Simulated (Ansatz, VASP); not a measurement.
# Cross-check of Si3N4 between VASP and Ansatz

One calculation is typed for both programs; each brings its own data sets. How far apart do they land? Of the first pair: The cell is taken from a series of runs on this material, whose earlier steps may have relaxed, scaled, displaced or heated it; both programs get it as it stands.

Calculated with Ansatz 0.2.0; plane waves, with VASP 6.6.1 beside it; relaxation of cell and atoms at PBEsol and single point at PBEsol.

### 1. Starting point

It takes space group P6_3/m (No. 176, hexagonal). The conventional cell has a = 7.624 Å, b = 7.624 Å, c = 2.910 Å, α = 90.00°, β = 90.00°, γ = 120.00°. Nearest to Si lie 4 N at 1.73 to 1.74 Å. N has 3 Si at 1.74 Å nearest. N has 3 Si at 1.73 Å nearest. Farther neighbours and most contacts between anions are not listed.

As a file:

```cif
data_structure
_symmetry_space_group_name_H-M 'P 1'
_symmetry_Int_Tables_number 1
_cell_length_a 7.6242
_cell_length_b 7.6242
_cell_length_c 2.9103
_cell_angle_alpha 90.000
_cell_angle_beta 90.000
_cell_angle_gamma 120.000
_cell_volume 146.50
loop_
_atom_site_label
_atom_site_type_symbol
_atom_site_fract_x
_atom_site_fract_y
_atom_site_fract_z
_atom_site_occupancy
Si1 Si 0.76755 0.17394 0.25000 1
Si2 Si 0.59362 0.76755 0.75000 1
Si3 Si 0.82606 0.59362 0.25000 1
Si4 Si 0.23245 0.82606 0.75000 1
Si5 Si 0.40638 0.23245 0.25000 1
Si6 Si 0.17394 0.40638 0.75000 1
N7 N 0.02961 0.33001 0.25000 1
N8 N 0.69961 0.02961 0.75000 1
N9 N 0.66999 0.69961 0.25000 1
N10 N 0.97039 0.66999 0.75000 1
N11 N 0.30039 0.97039 0.25000 1
N12 N 0.33001 0.30039 0.75000 1
N13 N 0.66667 0.33333 0.25000 1
N14 N 0.33333 0.66667 0.75000 1
```

### 2. Ansatz: relaxation of cell and atoms, PBEsol

Ansatz runs on its PAW soft_1 files.

The relaxed volume is the usual yardstick between codes: in a stiff, nearly cubic crystal its relative difference is about their pressure difference at one cell divided by the bulk modulus.

Contents of input.yaml:

```yaml
crystal:
  lattice:
    - [7.6241809635, 0.0, 0.0]
    - [-3.8120904818, 6.6027343975, 0.0]
    - [0.0, 0.0, 2.910252412]
  atoms:
    - { symbol: Si, position: [0.7675544839, 0.1739360575, 0.25] }
    - { symbol: Si, position: [0.5936184264, 0.7675544839, 0.75] }
    - { symbol: Si, position: [0.8260639425, 0.5936184264, 0.25] }
    - { symbol: Si, position: [0.2324455161, 0.8260639425, 0.75] }
    - { symbol: Si, position: [0.4063815736, 0.2324455161, 0.25] }
    - { symbol: Si, position: [0.1739360575, 0.4063815736, 0.75] }
    - { symbol: "N", position: [0.0296121322, 0.3300050396, 0.25] }
    - { symbol: "N", position: [0.6996070926, 0.0296121322, 0.75] }
    - { symbol: "N", position: [0.6699949604, 0.6996070926, 0.25] }
    - { symbol: "N", position: [0.9703878678, 0.6699949604, 0.75] }
    - { symbol: "N", position: [0.3003929074, 0.9703878678, 0.25] }
    - { symbol: "N", position: [0.3300050396, 0.3003929074, 0.75] }
    - { symbol: "N", position: [0.6666666667, 0.3333333333, 0.25] }
    - { symbol: "N", position: [0.3333333333, 0.6666666667, 0.75] }
kpoints:
  mp_grid: { grid: [4, 4, 9] }
scf:
  occupations: { method: fermi_dirac, width: 0.02 }
hamiltonian:
  xc: pbesol
  pseudopotentials: { kind: paw, azcp: { folder: soft_1 }, xc_functional: pbe }
basis:
  ecutwfc: 600
output:
  forces: true
  stress: true
  write_density: true
  write_potential: true
  elf: true
  volumetric_format: npy
relax:
  f_tol: 0.005
  max_steps: 70
  cell: { stress_tol: 0.02, p_target: 0 }
```

Command:

```console
> ansatz run input.yaml --threads 4 --pin off --max-ram 10240MiB --backend cpu --events-out ev --progress --plain --runs-dir out
```

Numbers of over 12 decimals in the logs are rounded to 6 here.

What it wrote:

```text
Engine: ansatz 0.2.0, x86_64-unknown-linux-gnu
Pseudopotentials: kind: paw
Pseudopotential: Si, paw, valence charge 4, recommended cutoff 420 eV (normal), soft_1/Si.paw.azcp
Pseudopotential: N, paw, valence charge 5, recommended cutoff 420 eV (normal), soft_1/N.paw.azcp
Functional definition: PBEsol
  exchange = pbesol_x
  correlation = pbesol_c
Crystal: 14 atoms, lattice volume = 146.503 Å³
Basis set: ecut = 600 eV, 4871 PW (Γ), exchange–correlation on 128×128×48 points (8 copies of the dense FFT grid, shifted against one another)
Bands: 46, of which v1, the nominal top of the filled ones, is band 32 counted from 1 (31 counted from 0)
Symmetry: 12 space group operations
Space group: P63/m (ITA 176), of the structure as read, at distance tolerance 5.3e-5 Å
k-points: 20 of 144
Non-local potential: Si, projectors of the file, l = 0: 2, l = 1: 2, l = 2: 1
Non-local potential: N, projectors of the file, l = 0: 2, l = 1: 2, l = 2: 1
PAW form: soft (Blöchl's): semilocal exchange-correlation on the pseudo side does not see the compensation charge
PAW frozen core: Si, regenerated for the run's functional, and the local potential with it (the file was generated under x = pbe(κ = 0.804, μ = 0.219515), c = pbe(β = 0.066725))
PAW frozen core: N, regenerated for the run's functional, and the local potential with it (the file was generated under x = pbe(κ = 0.804, μ = 0.219515), c = pbe(β = 0.066725))
PAW one-centre angular grid: Si, 110 points (default); XC on 64 Gauss nodes
PAW one-centre angular grid: N, 110 points (default); XC on 64 Gauss nodes
Initial density: superposition of atomic densities (chi_scale 0.1, normalization cell, long waves kept (reshape's long-wave potential 0.02 eV rms))
Initial wavefunctions: pseudopotential atomic-orbital guess
Functional: x = pbesol(κ = 0.804, μ = 0.123457), c = pbesol(β = 0.046)
SCF iter   1: F=—  HF=-6784.428854 eV  |F-HF|=—  |Δ(HF+E_count)|=         —  Δρ=1.48e-1  dr2=3.34e1  ethr=3.10e-3  ⟨swp⟩=7.0  Hψ=4498  notcnv=0  defer=9
preconditioner: auto → Resta (q_TF=auto, 2.377 Å⁻¹)  ε∞=3.6  [insulator: Δε(μ)=5.863 eV  Ē_g=15.346 eV  σ=0.020 eV  W_gap=1.00  n_scr=32 (ndim 8)  ℏωp=24.5 eV  f_vac=0.009  D(μ)=0.00/eV (n_scr^D=0)  ε∞_Penn≈3.6]
SCF iter   2: F=—  HF=-6774.275899 eV  |F-HF|=—  |Δ(HF+E_count)|=    1.02e1  Δρ=4.83e-2  dr2=1.94e0  ethr=3.10e-3  ⟨swp⟩=4.0  Hψ=2458  notcnv=0  defer=163
SCF iter   3: F=—  HF=-6773.910308 eV  |F-HF|=—  |Δ(HF+E_count)|=   3.66e-1  Δρ=2.38e-2  dr2=4.56e-1  ethr=3.03e-3  ⟨swp⟩=1.2  Hψ=827  notcnv=0  defer=163
SCF iter   4: F=—  HF=-6773.840824 eV  |F-HF|=—  |Δ(HF+E_count)|=   6.95e-2  Δρ=2.14e-3  dr2=8.01e-3  ethr=7.13e-4  ⟨swp⟩=2.1  Hψ=907  notcnv=0  defer=163
SCF iter   5: F=—  HF=-6773.846032 eV  |F-HF|=—  |Δ(HF+E_count)|=   5.21e-3  Δρ=1.51e-3  dr2=3.50e-3  ethr=1.25e-5  ⟨swp⟩=2.5  Hψ=1528  notcnv=0  defer=163
SCF iter   6: F=—  HF=-6773.846096 eV  |F-HF|=—  |Δ(HF+E_count)|=   6.38e-5  Δρ=4.27e-4  dr2=3.19e-4  ethr=5.48e-6  ⟨swp⟩=2.1  Hψ=1452  notcnv=0  defer=163
SCF iter   7: F=—  HF=-6773.846267 eV  |F-HF|=—  |Δ(HF+E_count)|=   1.71e-4  Δρ=9.34e-5  dr2=2.21e-5  ethr=4.98e-7  ⟨swp⟩=2.0  Hψ=1408  notcnv=0  defer=163
SCF iter   8: F=—  HF=-6773.846358 eV  |F-HF|=—  |Δ(HF+E_count)|=   9.05e-5  Δρ=2.41e-5  dr2=9.75e-7  ethr=3.46e-8  ⟨swp⟩=2.0  Hψ=1508  notcnv=0  defer=163
SCF iter   9: F=-6773.846360 eV  HF=-6773.846360 eV  |F-HF|=2.31e-8  |Δ(HF+E_count)|=   1.96e-6  Δρ=3.64e-6  dr2=2.23e-8  ethr=1.56e-10  ⟨swp⟩=10.5  Hψ=6448  notcnv=0
SCF 1 converged in 9 iterations: F = -6773.846360 eV  dr2 = 2.23e-8
  greatest PAW one-centre occupation: 0.791 electrons in one spin orbital (limit 2), on the N atom at site 13 (counted from 0), in its partial waves of l = 0
relax step   1: F+E_penalty+E_count = -6773.84635992 eV  Δ(F+E_penalty+E_count) = +0.000e0 eV  max|allowed force component| = 3.338e-4 eV/Å  Δτ_max = 0.0000 Å  P = -0.000 GPa  Ω = 146.503 Å³  (9 SCF iters, dr2 threshold 1.00e-7 eV, accepted)
Initial density: handed on by an earlier stage of this run
Initial wavefunctions: pseudopotential atomic-orbital guess (no wavefunctions were taken with the density)
iter 1 solved again at ethr=2.84e-7 eV; its pass at ethr=3.10e-3 eV (dr2=1.82e-4 eV) is discarded
SCF iter   1: F=—  HF=-6773.846318 eV  |F-HF|=—  |Δ(HF+E_count)|=         —  Δρ=4.18e-6  dr2=2.98e-8  ethr=2.84e-7  ⟨swp⟩=5.2  Hψ=7942  notcnv=0
eigensolver tolerance schedule: the retry pair's looser diagonalisation over-reported the residual by 6098.22 of it (diagonalisation noise at 1.26 of the residual, at the tolerance the schedule requests for it); recorded, not acted on — ethr = c·dr2/N_el stays at c = 1.0e-1
preconditioner: auto → Resta (q_TF=auto, 2.377 Å⁻¹)  ε∞=4.0  [insulator: Δε(μ)=4.216 eV  Ē_g=14.182 eV  σ=0.020 eV  W_gap=1.00  n_scr=32 (ndim 8)  ℏωp=24.5 eV  f_vac=0.035  D(μ)=0.00/eV (n_scr^D=0)  ε∞_Penn≈4.0]
SCF iter   2: F=—  HF=-6773.846360 eV  |F-HF|=—  |Δ(HF+E_count)|=   4.15e-5  Δρ=2.21e-6  dr2=7.92e-9  ethr=4.65e-11  ⟨swp⟩=3.2  Hψ=2116  notcnv=0
SCF iter   3: F=—  HF=-6773.846360 eV  |F-HF|=—  |Δ(HF+E_count)|=   1.20e-8  Δρ=1.01e-6  dr2=2.19e-9  ethr=1.24e-11  ⟨swp⟩=2.0  Hψ=1276  notcnv=0
SCF iter   4: F=—  HF=-6773.846360 eV  |F-HF|=—  |Δ(HF+E_count)|=   3.97e-9  Δρ=3.74e-7  dr2=2.80e-10  ethr=3.42e-12  ⟨swp⟩=2.0  Hψ=1448  notcnv=0
SCF iter   5: F=—  HF=-6773.846360 eV  |F-HF|=—  |Δ(HF+E_count)|=  5.07e-10  Δρ=1.52e-7  dr2=4.00e-11  ethr=1.00e-12  ⟨swp⟩=2.0  Hψ=1249  notcnv=0
SCF iter   6: F=-6773.846360 eV  HF=-6773.846360 eV  |F-HF|=1.82e-12  |Δ(HF+E_count)|=  7.64e-11  Δρ=6.06e-8  dr2=5.87e-12  ethr=1.00e-12  ⟨swp⟩=7.7  Hψ=4388  notcnv=0
SCF 2 converged in 6 iterations: F = -6773.846360 eV  dr2 = 5.87e-12
relax step   2: F+E_penalty+E_count = -6773.84635993 eV  Δ(F+E_penalty+E_count) = -8.315e-9 eV  max|allowed force component| = 3.324e-4 eV/Å  Δτ_max = 0.0000 Å  P = -0.000 GPa  Ω = 146.503 Å³  stress off target by 8.78e-4 GPa  SCF on the basis re-selected at this cell (its energy is not comparable with the rows above)  (6 SCF iters)
basis re-selected at this cell: Δ(F+E_penalty+E_count) = -8.315e-9 eV, ΔP = +0.000 GPa vs the last step (what re-selecting the basis moved, of the pressure what is left beyond the Pulay correction that the steps carried, after the strain that the cell walked since its last selection, with what the two solves' SCF thresholds leave and, on support functions, any second-order correction that the steps lacked; it is no m [...]
SCF converged after 6 iterations
Free energy (F): -6773.846360 eV
Harris-Foulkes:  -6773.846360 eV  (|F-HF|=1.82e-12)
Internal energy: -6773.846360 eV  (E = F + TS)
E sigma→0 (E₀):  -6773.846360 eV
Fermi energy:    10.213671 eV
--- Per-component energies (eV) ---
  E_band       = 53.432916
  E_kinetic    = 1327.714099
  E_local      = -2027.455101  (includes V_loc(G=0)·N_el)
  E_nonlocal   = 408.035047
  E_hartree    = 713.115570
  E_xc         = -819.284138
  E_vxc        = -903.468433  (∫ρ·V_xc dr)
  E_paw        = -3977.287439  (= ΣΔE_a)
  E_vpaw       = -177.623921  (= ΣTr[D̂ρ^β])
  E_aug_tail   = 0.000177  (compensation charges beyond the density's cutoff)
  E_ewald      = -2399.098731
  E_core_change = 0.414155  (= ΣΔE_core)
  E_smearing   = -0.000000  (= −TS)
  E_closure    = 0.000000  (closes the sum)
  Σ components = -6773.846360   (vs F -6773.846360, Δ=0.00e0)
--- Forces (eV/Å), atoms counted from 1 ---
  atom   1  Si     0.00030957    -0.00012856    -0.00000000
  atom   2  Si     0.00026612     0.00020382     0.00000000
  atom   3  Si    -0.00004345     0.00033237     0.00000000
  atom   4  Si    -0.00030957     0.00012856     0.00000000
  atom   5  Si    -0.00026612    -0.00020382     0.00000000
  atom   6  Si     0.00004345    -0.00033237    -0.00000000
  atom   7  N     -0.00019587    -0.00012670     0.00000000
  atom   8  N      0.00001179    -0.00023298     0.00000000
  atom   9  N      0.00020766    -0.00010628     0.00000000
  atom  10  N      0.00019587     0.00012670    -0.00000000
  atom  11  N     -0.00001179     0.00023298    -0.00000000
  atom  12  N     -0.00020766     0.00010628    -0.00000000
  atom  13  N      0.00000000    -0.00000000    -0.00000000
  atom  14  N     -0.00000000     0.00000000     0.00000000
  max |Σ_I F_I| component: 2.33e-18 eV/Å
--- Stress (GPa, compression-positive) ---
       -0.000118       0.000001       0.000000
       -0.000001      -0.000118       0.000000
        0.000000       0.000000      -0.000878
  P = ⅓ Tr σ = -0.0004 GPa (-0.004 kbar)
--- Band table (eV; the first three rows and the last of 20) ---
  k-point 0: bands = [... 28 lower, 6.8161, 7.6450, 7.7304, 7.9169, 12.3081, 12.7060, 12.8953, 12.8953, ... 10 higher]
  k-point 1: bands = [... 28 lower, 6.8477, 7.1428, 7.2739, 8.0919, 13.2107, 13.2290, 13.5911, 13.5911, ... 10 higher]
  k-point 2: bands = [... 28 lower, 6.6386, 6.8143, 6.8143, 8.0912, 13.8430, 13.8430, 14.2438, 14.7357, ... 10 higher]
  k-point 19: bands = [... 28 lower, 6.5755, 6.7201, 6.9352, 7.1442, 12.8177, 13.0072, 13.5230, 13.7271, ... 10 higher]
--- Relaxed structure (1 steps of the walk, 1 accepted, 1 SCFs on fresh bases) ---
  F+E_penalty+E_count = -6773.84635993 eV   max|allowed force component| = 3.324e-4 eV/Å   (the final SCF, on the basis selected at the relaxed cell)
  cell:  # Å, volume = 146.5034 Å³
    - [7.624181, 2.8867565125498078e-11, 0.0]
    - [-3.812090, 6.602734, 0.0]
    - [0.0, 0.0, 2.910252412]
  atoms:
    - { symbol: Si, position: [0.7675544839, 0.1739360575, 0.250000] }
    - { symbol: Si, position: [0.5936184264, 0.7675544839, 0.750000] }
    - { symbol: Si, position: [0.8260639425, 0.5936184264, 0.250000] }
    - { symbol: Si, position: [0.232446, 0.826064, 0.750000] }
    - { symbol: Si, position: [0.406382, 0.2324455161, 0.250000] }
    - { symbol: Si, position: [0.1739360575, 0.406382, 0.750000] }
    - { symbol: N, position: [0.029612, 0.3300050396, 0.250000] }
    - { symbol: N, position: [0.699607, 0.029612, 0.750000] }
    - { symbol: N, position: [0.6699949604, 0.6996070926, 0.250000] }
    - { symbol: N, position: [0.970388, 0.6699949604, 0.750000] }
    - { symbol: N, position: [0.3003929074, 0.9703878678, 0.250000] }
    - { symbol: N, position: [0.330005, 0.3003929074, 0.750000] }
    - { symbol: N, position: [0.666667, 0.333333, 0.250000] }
    - { symbol: N, position: [0.333333, 0.666667, 0.750000] }
```

Reading the cycles: dr2 is the Hartree energy of the density residual (eV), the measure of convergence; HF is the Harris–Foulkes estimate of the energy, which meets the free energy F at convergence.

(Continued in part 2 of 3.)

[Lines on the potential files, build, host, timing and source positions are cut from VASP's logs without a mark.]

[Logs are printed without paths, hosts, clocks, repeated set-up lines and the standing remarks that a program may print on its own settings, such as how far it seeks lower states.]

[Hosts, paths, dates, database ids (printed as entryN), source tags and the programs' standing remarks are cut or masked in the printed files.]
